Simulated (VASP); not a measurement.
# Nb(110) in VASP

Aim: model Nb(110) by a slab and find how far its highest filled level lies below the vacuum.

Method: r2SCAN; plane waves and PAW (Nb_pv), in VASP 6.6.1.

## (1) The structure

The cell holds 7 atoms: 7 Nb. Its edges and angles: a = 2.858 Å, b = 2.858 Å, c = 32.001 Å, α = 90.0°, β = 90.0°, γ = 70.5°. Vacuum lies along c.

Structure file:

```
Nb
1.0
     2.33345   -1.65000    0.00000
     2.33345    1.65000    0.00000
     0.00000    0.00000   32.00071
Nb
7
Direct
  0.00000 0.00000 0.28124
  0.50000 0.50000 0.35416
  0.00000 0.00000 0.42708
  0.50000 0.50000 0.50000
  0.00000 0.00000 0.57292
  0.50000 0.50000 0.64584
  0.00000 0.00000 0.71876
```

## (2) Vacuum level and density of states

A static run writes the electrostatic potential without exchange and correlation (LVHAR), which is flat in the vacuum and gives the level to count from. The dipole correction cancels the field that unlike faces would set up across the vacuum.

INCAR

```
SYSTEM = Nb
PREC = Normal
ENCUT = 300
EDIFF = 1E-06
NELM = 120
ISMEAR = -1
SIGMA = 0.1
LREAL = .FALSE.
ALGO = Normal
METAGGA = R2SCAN
LASPH = .TRUE.
NBANDS = 58
LORBIT = 11
LWAVE = .FALSE.
LCHARG = .TRUE.
IDIPOL = 3
LDIPOL = .TRUE.
DIPOL = 0.5 0.5 0.5
LVHAR = .TRUE.
LVACPOTAV = .TRUE.
LELF = .TRUE.
NEDOS = 1500
```

POSCAR

```
Nb
1.0
    2.3334523779     -1.6500000000      0.0000000000
    2.3334523779      1.6500000000      0.0000000000
    0.0000000000      0.0000000000     32.0007142675
Nb
7
Direct
    0.0000000000      0.0000000000      0.2812437224
    0.5000000000      0.5000000000      0.3541624816
    0.0000000000      0.0000000000      0.4270812408
    0.5000000000      0.5000000000      0.5000000000
    0.0000000000      0.0000000000      0.5729187592
    0.5000000000      0.5000000000      0.6458375184
    0.0000000000      0.0000000000      0.7187562776
```

KPOINTS

```
Automatic mesh
0
Gamma
15 15 1
0 0 0
```

KPOINTS_OPT

```
Line mode
14
Line-mode
Reciprocal
  0.00000000   0.00000000   0.00000000 GAMMA
  0.37500000  -0.37500000   0.00000000 X

  0.37500000  -0.37500000   0.00000000 X
  0.62500000   0.37500000   0.00000000 A1

  0.62500000   0.37500000   0.00000000 A1
  0.50000000   0.50000000   0.00000000 Y

  0.50000000   0.50000000   0.00000000 Y
  0.00000000   0.00000000   0.00000000 GAMMA
```

PAW data sets: Nb_pv (PBE family, release 64).

Run with:

```
$ mpirun -np 2 vasp_std
```

The program printed:

```text
[banner, memory and clock lines left out]
running    2 mpi-ranks, on    1 nodes
 distrk:  each k-point on    2 cores,    1 groups
 distr:  one band on    1 cores,    2 groups

 POSCAR found type information on POSCAR Nb
 POSCAR found :  1 types and       7 ions
|                                                                             |
|               ----> ADVICE to this user running VASP <----                  |
|                                                                             |
|     You enforced a specific xc type in the INCAR file but a different       |
|     [... a line on the potential file left out ...]
|     I HOPE YOU KNOW WHAT YOU ARE DOING!                                     |
|                                                                             |

 LDA part: xc-table for (None), standard interpolation
 POSCAR, INCAR and KPOINTS ok, starting setup
 FFT: planning ... GRIDC
 FFT: planning ... GRID_SOFT
 FFT: planning ... GRID
 WAVECAR not read
 entering main loop
       N       E                     dE             d eps       ncg     rms          rms(c)
DAV:   1     0.632942836642E+03    0.63294E+03   -0.31629E+04  8960   0.890E+02
DAV:   2    -0.149742990216E+03   -0.78269E+03   -0.74917E+03  7662   0.518E+02
DAV:   3    -0.193876965120E+03   -0.44134E+02   -0.39995E+02 11132   0.108E+02
DAV:   4    -0.196599200801E+03   -0.27222E+01   -0.26235E+01 11144   0.272E+01
DAV:   5    -0.196696084693E+03   -0.96884E-01   -0.96061E-01 12200   0.537E+00    0.672E+01
DAV:   6    -0.252858197187E+03   -0.56162E+02   -0.14974E+02 12016   0.967E+01    0.391E+01
DAV:   7    -0.409079917061E+03   -0.15622E+03   -0.27751E+03 13086   0.123E+02    0.196E+02
DAV:   8    -0.439003784006E+03   -0.29924E+02   -0.25785E+02  9958   0.804E+01    0.511E+01
DAV:   9    -0.217096728196E+03    0.22191E+03   -0.13808E+02 12606   0.650E+01    0.291E+01
DAV:  10    -0.185179769646E+03    0.31917E+02   -0.52879E+01 11504   0.387E+01    0.194E+01
DAV:  11    -0.181069465710E+03    0.41103E+01   -0.11782E+01 11234   0.149E+01    0.211E+01
DAV:  12    -0.175444759425E+03    0.56247E+01   -0.26026E+00 11600   0.634E+00    0.152E+01
DAV:  13    -0.174189829143E+03    0.12549E+01   -0.50513E-01 10704   0.360E+00    0.133E+01
DAV:  14    -0.173546898915E+03    0.64293E+00   -0.10132E-01 11296   0.146E+00    0.124E+01
DAV:  15    -0.173414060914E+03    0.13284E+00   -0.16901E-02 10976   0.776E-01    0.118E+01
DAV:  16    -0.171550808970E+03    0.18633E+01   -0.11149E+00 11808   0.449E+00    0.694E+00
DAV:  17    -0.171145593675E+03    0.40522E+00   -0.67060E-01 11096   0.389E+00    0.379E+00
DAV:  18    -0.171111146093E+03    0.34448E-01   -0.12102E-01 11120   0.227E+00    0.240E+00
DAV:  19    -0.171185676787E+03   -0.74531E-01   -0.10442E-01 10816   0.126E+00    0.247E+00
DAV:  20    -0.171044824128E+03    0.14085E+00   -0.39361E-01 11656   0.501E+00    0.100E+00
DAV:  21    -0.171053279533E+03   -0.84554E-02   -0.61100E-02 10296   0.134E+00    0.123E+00
DAV:  22    -0.171063921080E+03   -0.10642E-01   -0.25413E-02 10960   0.743E-01    0.154E+00
DAV:  23    -0.171055517648E+03    0.84034E-02   -0.74147E-02 11022   0.112E+00    0.939E-01
DAV:  24    -0.171055721116E+03   -0.20347E-03   -0.44552E-03 10456   0.442E-01    0.772E-01
DAV:  25    -0.171055439119E+03    0.28200E-03   -0.87051E-04 11662   0.204E-01    0.730E-01
DAV:  26    -0.171054218732E+03    0.12204E-02   -0.36070E-03 10608   0.215E-01    0.785E-01
DAV:  27    -0.171054814822E+03   -0.59609E-03   -0.71061E-04 10820   0.125E-01    0.732E-01
DAV:  28    -0.171054968472E+03   -0.15365E-03   -0.25061E-04  9956   0.707E-02    0.693E-01
DAV:  29    -0.171055056255E+03   -0.87783E-04   -0.42427E-04 11232   0.838E-02    0.691E-01
DAV:  30    -0.171055189179E+03   -0.13292E-03   -0.60613E-05 10484   0.491E-02    0.658E-01
DAV:  31    -0.171055209564E+03   -0.20385E-04   -0.69637E-05 11064   0.458E-02    0.612E-01
DAV:  32    -0.171055243372E+03   -0.33808E-04   -0.73786E-05 10248   0.376E-02    0.597E-01
DAV:  33    -0.171055246043E+03   -0.26713E-05   -0.16725E-05  8192   0.165E-02    0.560E-01
DAV:  34    -0.171055251174E+03   -0.51309E-05   -0.50877E-06  8456   0.110E-02    0.526E-01
DAV:  35    -0.171055253005E+03   -0.18308E-05   -0.45625E-06  6828   0.117E-02    0.468E-01
DAV:  36    -0.171055268206E+03   -0.15201E-04   -0.44411E-05 10208   0.254E-02    0.357E-01
DAV:  37    -0.171055272049E+03   -0.38428E-05   -0.56067E-06  8828   0.157E-02    0.290E-01
DAV:  38    -0.171055270982E+03    0.10670E-05   -0.38515E-06  6996   0.123E-02    0.210E-01
DAV:  39    -0.171055264867E+03    0.61149E-05   -0.72172E-06  8168   0.160E-02    0.147E-01
DAV:  40    -0.171055261742E+03    0.31250E-05   -0.53115E-06  8192   0.115E-02    0.103E-01
DAV:  41    -0.171055257155E+03    0.45869E-05   -0.35681E-06  8432   0.114E-02    0.633E-02
DAV:  42    -0.171055256768E+03    0.38737E-06   -0.15036E-06  6700   0.695E-03
|                                                                             |
|           W    W    AA    RRRRR   N    N  II  N    N   GGGG   !!!           |
|           W    W   A  A   R    R  NN   N  II  NN   N  G    G  !!!           |
|           W    W  A    A  R    R  N N  N  II  N N  N  G       !!!           |
|           W WW W  AAAAAA  RRRRR   N  N N  II  N  N N  G  GGG   !            |
|           WW  WW  A    A  R   R   N   NN  II  N   NN  G    G                |
|           W    W  A    A  R    R  N    N  II  N    N   GGGG   !!!           |
|                                                                             |
|     Did not find any points to average over, which means that no vacuum     |
|     field-free region was found. Please increase the size of  your cell     |
|     in the dimension of the dipole correction to obtain accurate            |
|     workfunction values.                                                    |
|                                                                             |

   1 F= -.17105526E+03 E0= -.17090193E+03  d E =-.306649E+00
 Start KPOINTS_OPT (optional k-point list driver)
k-point batch [1-56\56]
       N       E                     dE             ncg
DAV:   1    -0.303163803767E+05   -0.13618E+06     7880
DAV:   2    -0.731041983841E+05   -0.42788E+05     6552
DAV:   3    -0.757001133935E+05   -0.25959E+04     9878
DAV:   4    -0.758627813309E+05   -0.16267E+03     9544
DAV:   5    -0.758695907971E+05   -0.68095E+01    10384
DAV:   6    -0.758699053207E+05   -0.31452E+00    10008
DAV:   7    -0.758699197750E+05   -0.14454E-01    10736
DAV:   8    -0.758699205341E+05   -0.75915E-03     8680
DAV:   9    -0.758699205713E+05   -0.37145E-04     7368
DAV:  10    -0.758699205738E+05   -0.25569E-05     6104
DAV:  11    -0.758699205741E+05   -0.28916E-06     5352
```

The job ended after 11 min (2 MPI ranks of AMD EPYC 9R45, shared host; peak memory 0.66 GiB).

Lines that name or quote the potential files are left out of all logs, and their timing lines are given in words.

From OUTCAR (step 2):

```text
ion  position               nearest neighbor table
   1  0.000  0.000  0.281-   2 2.86   2 2.86   2 3.30   2 3.30
   2  0.500  0.500  0.354-   1 2.86   3 2.86   1 2.86   3 2.86   1 3.30   3 3.30   1 3.30   3 3.30

  LATTYP: Found a base centered orthorhombic cell.
 ALAT       =     3.3000000000
 B/A-ratio  =     1.4142135624
 C/A-ratio  =     9.6971861417

 Subroutine GETGRP returns: Found  8 space group operations
 (whereof  8 operations were pure point group operations)

The static configuration has the point symmetry D_2h.

 Found     64 irreducible k-points:

   k-points           NKPTS =     64   k-points in BZ     NKDIM =     64   number of bands    NBANDS=     58

   dimension x,y,z NGX =    12 NGY =   12 NGZ =  140
   dimension x,y,z NGXF=    24 NGYF=   24 NGZF=  280

   ENCUT  =  300.0 eV  22.05 Ry    4.70 a.u.   4.04  4.04 45.19*2*pi/ulx,y,z

   NELECT =      77.0000    total number of electrons

 k-points in reciprocal lattice and weights: Automatic mesh
   0.00000000  0.00000000  0.00000000       0.004
   0.06666667  0.00000000  0.00000000       0.018
   0.13333333  0.00000000  0.00000000       0.018
   0.20000000  0.00000000  0.00000000       0.018
   0.26666667  0.00000000  0.00000000       0.018
   0.33333333  0.00000000  0.00000000       0.018
   0.40000000  0.00000000  0.00000000       0.018
   0.46666667  0.00000000  0.00000000       0.018
   0.06666667  0.06666667  0.00000000       0.009
[...]
0.46666667  0.46666667  0.00000000       0.009
  -0.46666667  0.46666667  0.00000000       0.009

 dipolmoment           0.000000      0.000000      0.000000 electrons x Angstroem

 average (electrostatic) potential at core
       1 -44.4395       2 -44.0882       3 -44.0218       4 -43.9912       5 -44.0218
       6 -44.0882       7 -44.4395

 E-fermi :   0.4198

 k-point     1 :       0.0000    0.0000    0.0000
  band No.  band energies     occupation
    ...
     33      -0.0612      1.98384
     34      -0.0009      1.97067
     35       0.0548      1.94938
     36       0.3625      1.27902
     37       0.4618      0.79330
     38       0.6000      0.28320
     39       0.6951      0.11993
     40       0.7710      0.05799
     41       0.8786      0.02015
     42       0.9690      0.00821
    ...

 k-point     2 :       0.0667    0.0000    0.0000
  band No.  band energies     occupation
    ...
     34      -0.0576      1.98325
     35       0.0273      1.96129
     36       0.3078      1.50824
     37       0.3592      1.29404
     38       0.5162      0.55248
     39       0.6484      0.18471
     40       0.6929      0.12238
     41       0.8265      0.03370
     42       1.0107      0.00542
     43       1.3619      0.00016
    ...

 k-point     3 :       0.1333    0.0000    0.0000
  band No.  band energies     occupation
    ...
     36       0.0611      1.94617
     37       0.1833      1.82829
     38       0.2957      1.55146
     39       0.4436      0.88198
     40       0.4768      0.72268
     41       0.8319      0.03196
     42       1.1446      0.00142
     43       1.1696      0.00111
     44       1.3133      0.00026
     45       1.8737      0.00000
    ...

  Total       -3.1233523     -1.3703064     -0.2320804      0.0000000      0.0000000      0.0000000
  in kB      -20.3076190     -8.9095490     -1.5089554      0.0000000      0.0000000      0.0000000
  external PRESSURE =     -10.2420411 kB  Pullay stress =       0.0000000 kB

  energy-cutoff  :      300.00
  volume of cell :      246.42
      direct lattice vectors                 reciprocal lattice vectors
     2.333452378 -1.650000000  0.000000000     0.214274782 -0.303030303  0.000000000
     2.333452378  1.650000000  0.000000000     0.214274782  0.303030303  0.000000000
     0.000000000  0.000000000 32.000714268     0.000000000  0.000000000  0.031249302

 POSITION                                       TOTAL-FORCE (eV/Angst)
 -----------------------------------------------------------------------------------
      0.00000      0.00000      9.00000        -0.000000      0.000000      0.248164
      2.33345      0.00000     11.33345         0.000000      0.000000     -0.397488
      0.00000      0.00000     13.66690         0.000000      0.000000      0.005769
      2.33345      0.00000     16.00036         0.000000      0.000000     -0.000000
      0.00000      0.00000     18.33381         0.000000      0.000000     -0.005769
      2.33345      0.00000     20.66726        -0.000000      0.000000      0.397488
      0.00000      0.00000     23.00071        -0.000000      0.000000     -0.248164
 -----------------------------------------------------------------------------------
    total drift:                                0.000000      0.000000      0.000000

  FREE ENERGIE OF THE ION-ELECTRON SYSTEM (eV)
  ---------------------------------------------------
  free  energy   TOTEN  =      -171.0552567677 eV

  energy  without entropy=     -170.7486077423  energy(sigma->0) =     -170.90193225

 vacuum level on the upper side and lower side of the slab         5.037         5.037

 total charge
# of ion       s       p       d       tot
------------------------------------------
    1        0.413   6.196   3.130   9.739
    2        0.432   6.322   3.146   9.901
    3        0.434   6.318   3.164   9.916
    4        0.435   6.308   3.183   9.926
    5        0.434   6.318   3.164   9.916
    6        0.432   6.322   3.146   9.901
    7        0.413   6.196   3.130   9.739
--------------------------------------------------
tot          2.993  43.979  22.064  69.036

[... 3 further parts left out ...]
```

This run has no spin polarisation. Its electron count is odd, so without a moment it is a metal by construction. The PAW data sets were made with PBE, which is usual practice but a small mismatch for other functionals.

Numbers from this step:

| Item | Value |
| --- | --- |
| electronic cycles | 42 |
| electrons | 77 |
| free energy (TOTEN) | -171.0553 eV |
| energy at zero smearing | -170.9019 eV |
| Fermi energy | 0.4198 eV |
| labelled metallic, from the levels on this mesh | yes |
| DOS at the Fermi level | 9.454 states/eV/cell |
| dipole moment | 0, 0, 0 e·Å |
| vacuum levels | 5.037, 5.037 eV |
| work functions of the upper and lower face | 4.617, 4.617 eV |

Electronic bands along the path, in eV, zero at the Fermi level; # counts the bands kept, so #1 is VASP's band 22:

```tsv
point	#13	#14	#15	#16	#17	#18	#19	#20
Γ	-0.42	-0.36	-0.06	0.04	0.18	0.28	0.35	0.46
0.54 of the way	-1.11	-1.07	-0.86	-0.81	-0.62	-0.61	-0.35	0.14
X	-1.50	-1.40	-0.79	-0.74	0.03	0.08	1.05	1.19
0.54 of the way	-1.49	-1.49	-0.27	-0.03	0.39	0.84	1.38	1.73
A1	-1.50	-1.40	-0.79	-0.74	0.03	0.08	1.05	1.19
0.46 of the way	-1.32	-0.77	-0.64	0.03	0.53	0.98	1.90	1.97
Y	-1.09	-0.63	-0.22	0.70	0.94	1.92	1.93	2.26
0.46 of the way	-0.74	-0.33	-0.27	0.26	0.28	0.39	1.04	1.09
Γ	-0.42	-0.36	-0.06	0.04	0.18	0.28	0.35	0.46
```

[end of part 1 of 2]

[Lines on the potential files, build, host, timing and source positions are cut from VASP's logs without a mark.]

[Logs are printed without paths, hosts, clocks, repeated set-up lines and the standing remarks that a program may print on its own settings, such as how far it seeks lower states.]

[Hosts, paths, dates, database ids (printed as entryN), source tags and the programs' standing remarks are cut or masked in the printed files.]

[In band tables of VASP the shares of atoms and orbitals are scaled to a sum of 1 inside the atoms' spheres.]

[Runs that stopped without an error message from VASP are left out.]
